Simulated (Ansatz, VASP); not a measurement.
# Cross-check of Ga between VASP and Ansatz, part 2 of 2

One calculation is typed for both programs; each brings its own data sets. How far apart do they land? The structure shown is frame 200 of Ansatz's trajectory.

VASP 6.6.1 and Ansatz 0.2.0.

So far: Set-up; Ansatz: dynamics, LDA.

## Step 3: VASP: single point, LDA

Level of this step: LDA; plane waves and PAW (Ga_d) (VASP).

The same cell, functional (in two slightly different forms), mesh and smearing now go to VASP, with its own data sets.

Lines of VASP's logs that name or quote its potential files are left out, and so is its time.

Contents of INCAR:

```
SYSTEM = Ga
PREC = Accurate
ENCUT = 400
EDIFF = 1E-06
NELM = 120
ISMEAR = -1
SIGMA = 0.05
LREAL = Auto
ALGO = Normal
GGA = CA
NBANDS = 368
LORBIT = 11
LWAVE = .FALSE.
LCHARG = .FALSE.
ISIF = 2
LASPH = .TRUE.
GGA_COMPAT = .FALSE.
EFERMI = MIDGAP
NCORE = 2
```

Contents of POSCAR:

```
Ga
1.0
    9.7408250000      0.0000000000      0.0000000000
    0.0000000000      9.7408250000      0.0000000000
    0.0000000000      0.0000000000      9.7408250000
Ga
48
Direct
    0.5305402776      0.0072350135      0.0911216452
    0.8526895822      0.4280643580      0.2987118648
    0.6583220620      0.3837457300      0.5535157443
    0.1535393563      0.8289338942      0.3678949165
    0.4212168887      0.8309563102      0.3197367779
    0.5580430816      0.1436531300      0.3486460336
    0.2383781661      0.2537978046      0.7864015625
    0.2532845011      0.4620039884      0.9538925091
    0.9567464768      0.7252363121      0.5813573286
    0.2466526193      0.1750981051      0.0485174510
    0.5298421848      0.1001660537      0.6514027303
    0.7407175470      0.7368985687      0.9747736973
    0.2103004622      0.4902459494      0.6629623261
    0.9813260170      0.6006267436      0.8223430767
    0.4919398511      0.2470016657      0.8904173928
    0.4574458529      0.4941573224      0.7356871723
    0.2043564072      0.7691545634      0.6380363060
    0.7362312740      0.2168091512      0.7617527263
    0.2823990781      0.9821165045      0.8526793162
    0.8957146854      0.7592683371      0.3093680463
    0.2751204338      0.0175139169      0.5779181948
    0.6493700482      0.8122309969      0.2094175801
    0.3158459371      0.7062954113      0.8854383484
    0.9737162920      0.1265190577      0.6658778902
    0.9573624411      0.4452189625      0.5307455991
    0.0280469057      0.7667625689      0.0510634366
    0.7622557638      0.9095225507      0.6890278801
    0.2476484281      0.8837752449      0.0882676775
    0.5557845460      0.8859747506      0.8569500017
    0.2289641791      0.3507197799      0.2365610716
    0.7952919799      0.1832288333      0.4629176687
    0.1620499290      0.2587768490      0.4818175052
    0.0886475222      0.5803820518      0.2831074370
    0.6317432045      0.6361370828      0.4063105538
    0.7179371357      0.6347614293      0.6929803174
    0.3515000013      0.6254911673      0.1569168936
    0.9908400982      0.4044215967      0.0560116828
    0.9706082390      0.3620124579      0.7814327842
    0.6458487859      0.8995772945      0.4461531749
    0.3025308431      0.6026286275      0.4255183724
    0.4654020578      0.7495361019      0.6316816081
    0.4811707427      0.4082097769      0.3322408523
    0.2847192101      0.0803936012      0.2924803597
    0.3996478738      0.3174474441      0.5664817918
    0.0159303755      0.9030446600      0.7850259090
    0.6626646100      0.4567272279      0.8741456704
    0.6639170707      0.5174202390      0.1242913203
    0.5990560348      0.2671950271      0.1447618657
```

Contents of KPOINTS:

```
Automatic mesh
0
Gamma
1 1 1
0 0 0
```

PAW data sets: Ga_d (LDA family, release 64).

Started as:

```sh
mpirun -np 8 vasp_gam
```

Numbers of over 12 decimals in the logs are rounded to 6 here.

The program printed:

```text
[banner, memory and clock lines left out]
running    8 mpi-ranks, on    1 nodes
[...]
LDA part: xc-table for (Slater(with rela. corr.)+CA(PZ))
 , standard interpolation
 POSCAR, INCAR and KPOINTS ok, starting setup
[...]
entering main loop
       N       E                     dE             d eps       ncg     rms          rms(c)
DAV:   1     0.874066898098E+04    0.87407E+04   -0.23684E+05   744   0.324E+03
DAV:   2     0.181529999488E+04   -0.69254E+04   -0.67328E+04   736   0.823E+02
DAV:   3     0.680088110687E+02   -0.17473E+04   -0.16507E+04   824   0.252E+02
DAV:   4    -0.161341682278E+03   -0.22935E+03   -0.20795E+03   784   0.859E+01
[...]
DAV:  17    -0.178637704266E+03   -0.39011E-05   -0.37564E-05   896   0.348E-02    0.334E-03
DAV:  18    -0.178637706775E+03   -0.25096E-05   -0.32167E-05   816   0.322E-02    0.345E-03
DAV:  19    -0.178637706584E+03    0.19111E-06   -0.19211E-06   472   0.133E-02
   1 F= -.17863771E+03 E0= -.17863162E+03  d E =-.121751E-01
```

From OUTCAR (step 3):

```text
  Total       -6.4805240     -9.6111297      3.1183492     -1.6394878      1.8809753      3.3803585
  in kB      -11.2339757    -16.6608747      5.4056524     -2.8420489      3.2606670      5.8598449
  external PRESSURE =      -7.4963994 kB  Pullay stress =       0.0000000 kB

 POSITION                                       TOTAL-FORCE (eV/Angst)
 -----------------------------------------------------------------------------------
      5.16790      0.07048      0.88760        -0.052800      0.126284      0.115332
      8.30590      4.16970      2.90970        -0.193433      0.161382     -0.575426
      6.41260      3.73800      5.39170         0.352606      1.036475     -0.072742
      1.49560      8.07450      3.58360         0.021599      0.641062     -0.121195
      4.10300      8.09420      3.11450        -0.958161      0.231828      0.205632
      5.43580      1.39930      3.39610        -0.076978     -1.196585      1.102929
      2.32200      2.47220      7.66020        -0.660798     -0.885618     -0.064609
      2.46720      4.50030      9.29170         0.003970     -0.199020      0.545778
      9.31950      7.06440      5.66290        -0.591295      0.145231     -0.770679
      2.40260      1.70560      0.47260        -0.014617      0.224670     -0.808541
      5.16110      0.97570      6.34520         0.239438     -0.725220     -0.089690
      7.21520      7.17800      9.49510         0.167996     -0.195063     -0.231054
      2.04850      4.77540      6.45780        -0.896444      0.639540     -0.282917
      9.55892      5.85060      8.01030         0.350045      1.223473      0.507480
[...]
-----------------------------------------------------------------------------------
    total drift:                               -0.000693      0.005563      0.000398

  FREE ENERGIE OF THE ION-ELECTRON SYSTEM (eV)
  ---------------------------------------------------
  free  energy   TOTEN  =      -178.6377065844 eV

  energy  without entropy=     -178.6255315264  energy(sigma->0) =     -178.63161906

[... 3 further parts left out ...]
[key lines of the parts left out:]
E-fermi :   4.5456
```

The run ends at a pressure of -0.75 GPa, with forces up to 1.6 eV/Å.

## Step 4: Comparison

Known differences besides the potentials themselves: the two LDA forms differ slightly; the cutoff is 420 eV in Ansatz and 400 eV in VASP (PREC = Accurate, projectors in real space); VASP's log shows a relativistic correction to its local exchange, Ansatz's none. Total energies have different zeros and are not compared.

Forces on 8 of the 48 atoms, those with the largest forces and the largest differences (eV/Å; atoms numbered as in POSCAR):

| atom | Ansatz x, y, z | VASP x, y, z |
| --- | --- | --- |
| Ga6 | -0.070, -1.181, 1.089 | -0.077, -1.197, 1.103 |
| Ga14 | 0.348, 1.206, 0.496 | 0.350, 1.223, 0.507 |
| Ga16 | 0.403, 0.852, 0.630 | 0.406, 0.865, 0.638 |
| Ga22 | 0.847, -0.580, -0.827 | 0.862, -0.584, -0.848 |
| Ga33 | -0.456, -0.866, -0.615 | -0.464, -0.871, -0.621 |
| Ga34 | 0.238, -1.179, 0.418 | 0.243, -1.196, 0.424 |
| Ga39 | 0.402, 0.935, 1.121 | 0.411, 0.949, 1.137 |
| Ga48 | -0.002, 0.188, -1.069 | 0.007, 0.193, -1.088 |

The forces differ by 7.5 meV/Å r.m.s., which is 1.5 % of the r.m.s. force of 0.494 eV/Å (both taken over all components).

## Step 5: Results

| Item | Value |
| --- | --- |
| r.m.s. force difference (single point, LDA) | 1.5 % of the r.m.s. force |

In words: The r.m.s. force difference is 1.5 % of the r.m.s. force (single point, LDA), within the 3 % picked in this series as the mark of a large difference. 2 further runs of this series are not shown here. Such differences can come from data sets, numerical settings and the points named under the comparisons, not from the functional's error against experiment.

[Lines on the potential files, build, host, timing and source positions are cut from VASP's logs without a mark.]

[Logs are printed without paths, hosts, clocks, repeated set-up lines and the standing remarks that a program may print on its own settings, such as how far it seeks lower states.]

[Hosts, paths, dates, database ids (printed as entryN), source tags and the programs' standing remarks are cut or masked in the printed files.]
